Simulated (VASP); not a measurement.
Level of theory: PBE GGA, VASP's PBE PAW potentials (set 64) (plane waves; VASP).

VASP ran on this input.

File KPOINTS:
```
Regular mesh
0
G
 7 7 7
```

### POSCAR
```
Nb3Sn
1
    5.3123692862     0.0000000000     0.0000000000
   -0.0000000000     5.3123692862     0.0000000000
    0.0000000000     0.0000000000     5.3123692862
Nb Sn
6 2
Direct
  0.2500000000   0.0000000000   0.5000000000
  0.5000000000   0.2500000000   0.0000000000
  0.5000000000   0.7500000000   0.0000000000
  0.7500000000   0.0000000000   0.5000000000
  0.0000000000   0.5000000000   0.7500000000
  0.0000000000   0.5000000000   0.2500000000
  0.5000000000   0.5000000000   0.5000000000
  0.0000000000   0.0000000000   0.0000000000
```

### INCAR
```
! general
SYSTEM =Nb3Sn
PREC   =Accurate
ENCUT  =400   ! plane-wave cut-off (eV)
LREAL  =.False.   ! projection in real space or not
LASPH  =.True.

! electronic loop
EDIFF  =1E-7   ! SCF stop (eV)
NELM   =100
ALGO   =Normal
LMAXMIX=4   ! l cut-off of mixed one-centre charges

! smearing
ISMEAR =-5

! functional
GGA    =PE   ! PBE

! ions
ISIF   =2

! output
LWAVE  =.False.
LCHARG =.True.
LORBIT =11   ! lm-projected
NEDOS  =601   ! DOS grid

! other
LEFG   =.True.
```

POTCAR, in this order: Nb_sv Sn_d (PBE.64 set). Program: vasp_std.

The run wrote:

### OSZICAR
```
       N       E                     dE             d eps       ncg     rms          rms(c)
DAV:   1     0.156810500207E+04    0.15681E+04   -0.45510E+04  2611   0.189E+03
DAV:   2     0.171001989942E+03   -0.13971E+04   -0.13703E+04  2520   0.706E+02
DAV:   3    -0.462562479523E+02   -0.21726E+03   -0.21011E+03  3369   0.236E+02
DAV:   4    -0.714056952179E+02   -0.25149E+02   -0.24597E+02  3800   0.718E+01
DAV:   5    -0.733158221303E+02   -0.19101E+01   -0.18916E+01  4560   0.181E+01    0.180E+01
DAV:   6    -0.705640190873E+02    0.27518E+01   -0.90092E+00  3504   0.145E+01    0.588E+00
DAV:   7    -0.703172198426E+02    0.24680E+00   -0.18462E+00  3904   0.644E+00    0.259E+00
DAV:   8    -0.703176616832E+02   -0.44184E-03   -0.23316E-01  3992   0.245E+00    0.696E-01
DAV:   9    -0.703179498850E+02   -0.28820E-03   -0.37100E-02  3800   0.102E+00    0.379E-01
DAV:  10    -0.703186485718E+02   -0.69869E-03   -0.63522E-03  3992   0.383E-01    0.580E-02
DAV:  11    -0.703185688533E+02    0.79719E-04   -0.51978E-04  3464   0.123E-01    0.289E-02
DAV:  12    -0.703185584324E+02    0.10421E-04   -0.43450E-05  4352   0.370E-02    0.509E-03
DAV:  13    -0.703185555344E+02    0.28980E-05   -0.36891E-06  3672   0.969E-03    0.293E-03
DAV:  14    -0.703185538674E+02    0.16670E-05   -0.41106E-07  2512   0.422E-03    0.840E-04
DAV:  15    -0.703185531200E+02    0.74740E-06   -0.98100E-08  2096   0.196E-03    0.639E-04
DAV:  16    -0.703185532195E+02   -0.99451E-07   -0.28872E-08  2048   0.107E-03
   1 F= -.70318553E+02 E0= -.70318553E+02  d E =0.000000E+00
```

File OUTCAR:
```
------------------------ aborting loop because EDIFF is reached ----------------------------------------
  FORCE on cell =-STRESS in cart. coord.  units (eV):
  Direction    XX          YY          ZZ          XY          YZ          ZX
  --------------------------------------------------------------------------------------
  Total       -0.0089431     -0.0089431     -0.0089431     -0.0000000     -0.0000000      0.0000000
  in kB       -0.0955726     -0.0955726     -0.0955726     -0.0000000     -0.0000000      0.0000000
  external PRESSURE =      -0.0955726 kB  Pullay stress =       0.0000000 kB
  volume of cell :      149.92
      direct lattice vectors                 reciprocal lattice vectors
     5.312369286  0.000000000  0.000000000     0.188239926  0.000000000  0.000000000
     0.000000000  5.312369286  0.000000000     0.000000000  0.188239926  0.000000000
     0.000000000  0.000000000  5.312369286     0.000000000  0.000000000  0.188239926
 POSITION                                       TOTAL-FORCE (eV/Angst)
 -----------------------------------------------------------------------------------
      1.32809      0.00000      2.65618        -0.000000     -0.000000     -0.000000
      2.65618      1.32809      0.00000         0.000000      0.000000      0.000000
      2.65618      3.98428      0.00000        -0.000000     -0.000000      0.000000
      3.98428      0.00000      2.65618         0.000000      0.000000      0.000000
      0.00000      2.65618      3.98428        -0.000000     -0.000000     -0.000000
      0.00000      2.65618      1.32809        -0.000000      0.000000     -0.000000
      2.65618      2.65618      2.65618        -0.000000     -0.000000     -0.000000
      0.00000      0.00000      0.00000        -0.000000     -0.000000     -0.000000
 -----------------------------------------------------------------------------------
    total drift:                                0.000000      0.000000     -0.000000
  FREE ENERGIE OF THE ION-ELECTRON SYSTEM (eV)
  ---------------------------------------------------
  free  energy   TOTEN  =       -70.3185532195 eV

  energy  without entropy=      -70.3185532195  energy(sigma->0) =      -70.31855322

 total charge

# of ion       s       p       d       tot
------------------------------------------
    1        2.181   5.999   2.511  10.691
    2        2.181   5.999   2.511  10.691
    3        2.181   5.999   2.511  10.691
    4        2.181   5.999   2.511  10.691
    5        2.181   5.999   2.511  10.691
    6        2.181   5.999   2.511  10.691
    7        1.086   1.433  10.050  12.568
    8        1.086   1.433  10.050  12.568
--------------------------------------------------
tot         15.258  38.857  35.167  89.282

 Electric field gradients after diagonalization (V/A^2)
 (convention: |V_zz| > |V_xx| > |V_yy|)
----------------------------------------------------------------------
 ion       V_xx      V_yy      V_zz     asymmetry (V_yy - V_xx)/ V_zz
----------------------------------------------------------------------
   1     -26.508   -26.508    53.015       0.000
   2     -26.508   -26.508    53.015       0.000
   3     -26.508   -26.508    53.015       0.000
   4     -26.508   -26.508    53.015       0.000
   5     -26.508   -26.508    53.015       0.000
   6     -26.508   -26.508    53.015       0.000
   7      -0.000    -0.000     0.000       0.036
   8      -0.000    -0.000     0.000       0.100
```
(Selected blocks of OUTCAR.)

For a metal the tetrahedron method with Blöchl corrections gives inexact stress and forces.

The compound is Nb3Sn in the A15 structure. It was relaxed first.
